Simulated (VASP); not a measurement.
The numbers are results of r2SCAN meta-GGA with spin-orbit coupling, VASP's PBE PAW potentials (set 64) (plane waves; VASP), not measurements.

VASP ran on this input.

### POSCAR
```
Pd
2.5868940
  0.9999998416   0.0000000000   0.0000000000
  0.0000000000   0.9999998416   0.0000000000
  0.0000000000   0.0000000000   0.9999998416
Pd
1
Cartesian
  0.0000000000   0.0000000000   0.0000000000
```

KPOINTS:
```
Automatic mesh
0
Gamma
13 13 13
0 0 0
```

### INCAR
```
# general
SYSTEM     = Pd
PREC       = Accurate
ENCUT      = 400
LREAL      = .FALSE.
LASPH      = .TRUE.

# electronic loop
EDIFF      = 1E-6
NELM       = 100
ALGO       = Normal
LMAXMIX    = 4
LMIXTAU    = .TRUE.

# smearing
ISMEAR     = 0
SIGMA      = 0.05

# functional
METAGGA    = R2SCAN
GGA_COMPAT = .FALSE.

# spin
MAGMOM     = 0 0 0
LSORBIT    = .TRUE.

# output
LWAVE      = .FALSE.
LCHARG     = .FALSE.
```

KPOINTS_OPT:
```
k-points along high-symmetry lines
8
Line-mode
Reciprocal
  0.000000   0.000000   0.000000 ! GAMMA
  0.000000   0.500000   0.000000 ! X

  0.000000   0.500000   0.000000 ! X
  0.500000   0.500000   0.000000 ! M

  0.500000   0.500000   0.000000 ! M
  0.000000   0.000000   0.000000 ! GAMMA

  0.000000   0.000000   0.000000 ! GAMMA
  0.500000   0.500000   0.500000 ! R

  0.500000   0.500000   0.500000 ! R
  0.000000   0.500000   0.000000 ! X

  0.500000   0.500000   0.500000 ! R
  0.500000   0.500000   0.000000 ! M
```

POTCAR, in this order: Pd (PBE.64 set). Program: vasp_ncl.

Output

OUTCAR:
```
 ion  position               nearest neighbor table
   1  0.000  0.000  0.000-
  LATTYP: Found a simple cubic cell.
 ALAT       =     2.5868935903
 Subroutine PRICEL returns:
 Original cell was already a primitive cell.
 Subroutine GETGRP returns: Found 48 space group operations
The static configuration has the point symmetry O_h .
The dynamic configuration has the point symmetry O_h .
The overall configuration has the point symmetry O_h .
 Subroutine INISYM returns: Found 48 space group operations
 Subroutine IBZKPT returns following result:
 Found     84 irreducible k-points:

 Following reciprocal coordinates:
            Coordinates               Weight
  0.000000  0.000000  0.000000      1.000000
  0.076923  0.000000  0.000000      6.000000
  0.153846  0.000000  0.000000      6.000000
  0.230769  0.000000  0.000000      6.000000
  0.307692  0.000000  0.000000      6.000000
  0.384615  0.000000  0.000000      6.000000
  0.461538  0.000000  0.000000      6.000000
  0.076923  0.076923  0.000000     12.000000
  0.153846  0.076923  0.000000     24.000000
  0.230769  0.076923  0.000000     24.000000
  0.307692  0.076923  0.000000     24.000000
  0.384615  0.076923  0.000000     24.000000
  0.461538  0.076923  0.000000     24.000000
  0.153846  0.153846  0.000000     12.000000
  0.230769  0.153846  0.000000     24.000000
  0.307692  0.153846  0.000000     24.000000
  0.384615  0.153846  0.000000     24.000000
  0.461538  0.153846  0.000000     24.000000
  0.230769  0.230769  0.000000     12.000000
  0.307692  0.230769  0.000000     24.000000
  0.384615  0.230769  0.000000     24.000000
  0.461538  0.230769  0.000000     24.000000
  0.307692  0.307692  0.000000     12.000000
  0.384615  0.307692  0.000000     24.000000
  0.461538  0.307692  0.000000     24.000000
  0.384615  0.384615  0.000000     12.000000
  0.461538  0.384615  0.000000     24.000000
  0.461538  0.461538  0.000000     12.000000
  0.076923  0.076923  0.076923      8.000000
  0.153846  0.076923  0.076923     24.000000
  0.230769  0.076923  0.076923     24.000000
  0.307692  0.076923  0.076923     24.000000
  0.384615  0.076923  0.076923     24.000000
  0.461538  0.076923  0.076923     24.000000
  0.153846  0.153846  0.076923     24.000000
  0.230769  0.153846  0.076923     48.000000
  0.307692  0.153846  0.076923     48.000000
  0.384615  0.153846  0.076923     48.000000
  0.461538  0.153846  0.076923     48.000000
  0.230769  0.230769  0.076923     24.000000
   k-points           NKPTS =     84   k-points in BZ     NKDIM =     84   number of bands    NBANDS=     18
   number of dos      NEDOS =    301   number of ions     NIONS =      1
   total plane-waves  NPLWV =   5832
   dimension x,y,z NGX =    18 NGY =   18 NGZ =   18
   dimension x,y,z NGXF=    36 NGYF=   36 NGZF=   36
   ions per type =               1
   PREC   = accura    normal or accurate (medium, high low for compatibility)
   ISTART =      0    job   : 0-new  1-cont  2-samecut
   ICHARG =      2    charge: 1-file 2-atom 10-const
   ISPIN  =      1    spin polarized calculation?
   LNONCOLLINEAR =      T non collinear calculations
   LSORBIT =      T    spin-orbit coupling
   INIWAV =      1    electr: 0-lowe 1-rand  2-diag
   ENCUT  =  400.0 eV  29.40 Ry    5.42 a.u.   4.22  4.22  4.22*2*pi/ulx,y,z
   NELM   =    100;   NELMIN=  2; NELMDL= -5     # of ELM steps
   EDIFF  = 0.1E-05   stopping-criterion for ELM
   LREAL  =      F    real-space projection
   NLSPLINE    = F    spline interpolate recip. space projectors
   LMAXMIX     =    4 max onsite mixed and CHGCAR
...
```

File OSZICAR:
```
       N       E                     dE             d eps       ncg     rms          rms(c)
DAV:   1     0.272620158320E+02    0.27262E+02   -0.42581E+03  3024   0.865E+02
DAV:   2    -0.247194073090E+02   -0.51981E+02   -0.48444E+02  3256   0.217E+02
DAV:   3    -0.255967117134E+02   -0.87730E+00   -0.86954E+00  3586   0.305E+01
DAV:   4    -0.256058495417E+02   -0.91378E-02   -0.91359E-02  3552   0.297E+00
DAV:   5    -0.256060875898E+02   -0.23805E-03   -0.23804E-03  3676   0.474E-01    0.695E+00
DAV:   6    -0.224184385598E+02    0.31876E+01   -0.29606E+00  3198   0.231E+01    0.423E+00
DAV:   7    -0.224952859369E+02   -0.76847E-01   -0.23822E-01  3208   0.618E+00    0.218E+00
DAV:   8    -0.224938217916E+02    0.14641E-02   -0.55132E-02  3078   0.255E+00    0.692E-01
DAV:   9    -0.224995748514E+02   -0.57531E-02   -0.37873E-03  3172   0.641E-01    0.300E-01
DAV:  10    -0.224994020584E+02    0.17279E-03   -0.21414E-03  3866   0.600E-01    0.717E-02
DAV:  11    -0.224997856511E+02   -0.38359E-03   -0.39389E-04  3118   0.275E-01    0.332E-02
DAV:  12    -0.224997317393E+02    0.53912E-04   -0.10120E-04  3812   0.129E-01    0.592E-02
DAV:  13    -0.224997949475E+02   -0.63208E-04   -0.16923E-04  3208   0.182E-01    0.106E-03
DAV:  14    -0.224997952666E+02   -0.31908E-06   -0.15709E-06  3502   0.139E-02
   1 F= -.22499795E+02 E0= -.22498930E+02  d E =-.173128E-02  mag=    -0.0000    -0.0000    -0.0000
       N       E                     dE             ncg
```

**OUTCAR**
```
------------------------ aborting loop because EDIFF is reached ----------------------------------------
  FORCE on cell =-STRESS in cart. coord.  units (eV):
  Direction    XX          YY          ZZ          XY          YZ          ZX
  --------------------------------------------------------------------------------------
  Total        0.0057585      0.0057585      0.0057585      0.0000000      0.0000000     -0.0000000
  in kB        0.5329463      0.5329463      0.5329463      0.0000000      0.0000000     -0.0000000
  external PRESSURE =       0.5329463 kB  Pullay stress =       0.0000000 kB
  volume of cell :       17.31
      direct lattice vectors                 reciprocal lattice vectors
     2.586893590  0.000000000  0.000000000     0.386564026  0.000000000  0.000000000
     0.000000000  2.586893590  0.000000000     0.000000000  0.386564026  0.000000000
     0.000000000  0.000000000  2.586893590     0.000000000  0.000000000  0.386564026
 POSITION                                       TOTAL-FORCE (eV/Angst)
 -----------------------------------------------------------------------------------
      0.00000      0.00000      0.00000         0.000000      0.000000      0.000000
 -----------------------------------------------------------------------------------
    total drift:                               -0.000000      0.000000      0.000000
  FREE ENERGIE OF THE ION-ELECTRON SYSTEM (eV)
  ---------------------------------------------------
  free  energy   TOTEN  =       -22.4997952666 eV

  energy  without entropy=      -22.4980639853  energy(sigma->0) =      -22.49892963

 Ion:    1  E_soc:     -0.0709083
```
(Selected blocks of OUTCAR.)

The structure was generated: Pd was put into the simple-cubic type (Pm-3m), which need not be its known phase. It was relaxed first, which changed the volume by +5 %.
